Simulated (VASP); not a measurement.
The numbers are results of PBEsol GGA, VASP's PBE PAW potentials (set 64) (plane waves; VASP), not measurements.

A VASP calculation is set up with these files.

**POSCAR**
```
Ho
1.0
 -1.9499228880   1.9499228880   1.9499228880
  1.9499228880  -1.9499228880   1.9499228880
  1.9499228880   1.9499228880  -1.9499228880
Ho
1
direct
  0.0000000000   0.0000000000   0.0000000000
```

KPOINTS:
```
Regular mesh
0
Gamma
  12 12 12
0 0 0
```

**INCAR**
```
! general
SYSTEM =Ho
PREC   =Accurate
ENCUT  =400
LREAL  =.FALSE.   ! projection in real space or not
LASPH  =.TRUE.

! electronic loop
EDIFF  =1E-6
NELM   =100   ! most electronic steps
ALGO   =Normal
LMAXMIX=6   ! l cut-off of mixed one-centre charges

! smearing
ISMEAR =1
SIGMA  =0.1   ! width (eV)

! functional
GGA    =PS   ! PBEsol

! ions
IBRION =2   ! conjugate gradients
NSW    =60   ! most ionic steps
ISIF   =3   ! ions, shape and volume
EDIFFG =-0.01

! output
LWAVE  =.FALSE.
LCHARG =.FALSE.
```

POTCAR, in this order: Ho_3 (PBE.64 set). Program: vasp_std.

The 4f electrons are frozen in the core of the lanthanide potential, so 4f levels, which can set the real gap, and their magnetism are missing.

Problem. What does the run give for the energy per atom (σ→0), band gap (on the k-mesh)?

Solution. 
The energy per atom (σ→0) comes out as -462.9 kJ/mol of atoms and the band gap (on the k-mesh) is none (metal, semimetal or under 0.01 eV).

### OSZICAR
```
...
DAV:   5    -0.479977397257E+01   -0.35540E-05   -0.35503E-05  1528   0.511E-02    0.177E+01
DAV:   6    -0.479460111529E+01    0.51729E-02   -0.17263E-02  1824   0.184E+00    0.105E+01
DAV:   7    -0.479736651400E+01   -0.27654E-02   -0.27400E-02  1824   0.237E+00    0.201E-01
DAV:   8    -0.479713139106E+01    0.23512E-03   -0.11251E-03  1864   0.366E-01    0.267E-02
DAV:   9    -0.479713442808E+01   -0.30370E-05   -0.17581E-05  1328   0.449E-02    0.104E-02
DAV:  10    -0.479713293456E+01    0.14935E-05   -0.22854E-06  1496   0.208E-02    0.428E-03
DAV:  11    -0.479713298239E+01   -0.47830E-07   -0.12601E-07   744   0.468E-03
   1 F= -.47971330E+01 E0= -.47975345E+01  d E =-.479713E+01
```

The structure was generated: Ho was put into the bcc type (Im-3m), which need not be its known phase. It was relaxed first. The start is the result of an earlier pass.
